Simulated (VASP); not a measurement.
Write the native input for VASP 6.6.1 that does the following.

| Property | Result |
| --- | --- |
| Task | relaxation of cell and atoms |
| Functional | PBE |
| Potentials or basis | VASP PAW PBE potentials, release 64 (Hf_pv, Te, Se) |
| Cutoff | 520 eV |
| k mesh | 3 × 3 × 3 |
| Occupations | gaussian, width 0.15 eV |
| Spin | no spin polarisation |
| Further INCAR settings | PREC = Normal; ALGO = Fast; EDIFF = 0.0001; IBRION = 2; EDIFFG = -0.08; NSW = 24; ISIF = 3 |

The structure of HfTeSe5 lies in POSCAR:

```
HfTeSe5
1.0
    6.8643139200      0.0000000000      0.0000000000
   -3.4321569600      5.9446702400      0.0000000000
    0.0000000000      0.0000000000      4.6194031200
Hf Te Se
1 1 5
Direct
    0.0000000000      0.0000000000      0.0000000000
    0.0000000000      0.0000000000      0.5000000000
    0.3333333300      0.6666666700      0.0000000000
    0.6666666700      0.3333333300      0.0000000000
    0.5000000000      0.0000000000      0.0000000000
    0.0000000000      0.5000000000      0.0000000000
    0.5000000000      0.5000000000      0.0000000000
```

The cell was built by a generator and needn't be a form met in nature.

These files were run (other wordings do the same):

INCAR

```
SYSTEM = HfTeSe5
ALGO     = Fast           ! electronic algorithm
EDIFF    = 1E-4           ! SCF threshold, eV
EDIFFG   = -0.08          ! ionic threshold
ENCUT    = 520            ! plane-wave cutoff, eV
GGA      = PE             ! functional
IBRION   = 2              ! ionic algorithm
ISIF     = 3              ! what is computed and relaxed
ISMEAR   = 0              ! smearing method
LASPH    = .TRUE.         ! aspherical terms in the spheres
LCHARG   = .FALSE.        ! write CHGCAR
LREAL    = .FALSE.        ! projectors in reciprocal space
LWAVE    = .FALSE.        ! write WAVECAR
NELM     = 60             ! most SCF steps
NSW      = 24             ! ionic steps
PREC     = Normal         ! precision mode
SIGMA    = 0.15           ! smearing width, eV
```

KPOINTS

```
k-points
0
G
  3 3 3
  0 0 0
```

Potentials or basis: VASP PAW PBE potentials, release 64 (Hf_pv, Te, Se).

Command:

```sh
$ cat potpaw_PBE.64/Hf_pv/POTCAR potpaw_PBE.64/Te/POTCAR potpaw_PBE.64/Se/POTCAR > POTCAR
$ mpirun -np 1 vasp_std > vasp.out
```

It gave:

* Relaxed volume: 46.61 Å³/atom
* Relaxed cell: a = 8.387 Å, b = 8.387 Å, c = 5.356 Å, α = 90.00°, β = 90.00°, γ = 120.00°
* Space group after relaxing (to 0.05 Å): P6/mmm (No. 191)
* Energy gained by relaxing: 2054.7 meV/atom
* Ionic steps: 7
* Pressure after relaxing: 0.2 GPa
* Band gap on the k mesh: none (metal or under the smearing width)

Caveat: the k mesh is coarse (spacing up to 0.45 Å⁻¹), so the values aren't converged; the volume moved by over 15 % at a fixed basis, so the end points are rough.

Wall time 5.3 min on 1 thread of Intel(R) Xeon(R) Platinum 8259CL CPU @ 2.50GHz (Skylake/Cascade Lake), with other jobs on the host, peak memory 0.23 GiB.
